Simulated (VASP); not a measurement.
Data:

```xyz
2
Lattice="0.0000 2.0277 2.0277 2.0277 0.0000 2.0277 2.0277 2.0277 0.0000" Properties=species:S:1:pos:R:3 pbc="T T T"
Li     0.0000     0.0000     0.0000
F      2.0277     2.0277     2.0277
```

The numbers are results of PBE GGA, VASP's PBE PAW potentials (set 64) (plane waves; VASP), not measurements. Run with 520 eV cut-off, 11×11×11 Γ-centred mesh, Gaussian smearing of 0.010 eV, potentials Li_sv F.

Q: Give the electronic dielectric tensor ε∞ (DFPT, local fields included).

A: 
```
2.05  0.00  0.00
0.00  2.05  0.00
0.00  0.00  2.05
```

Q: Give the Born effective charges.

A: 
```
atom   Z*xx   Z*yy   Z*zz   mean
----  -----  -----  -----  -----
Li1    1.05   1.05   1.05   1.05
F2    -1.05  -1.05  -1.05  -1.05
```

Q: And the static tensor with the ions free?

A: 
```
10.2  0.00  0.00
0.00  10.2  0.00
0.00  0.00  10.2
```

Q: Which frequencies do the optical Γ-point modes have (no LO-TO splitting)?

A: 279 (×3) cm⁻¹.

The compound is LiF in the rock salt structure. It was relaxed first.
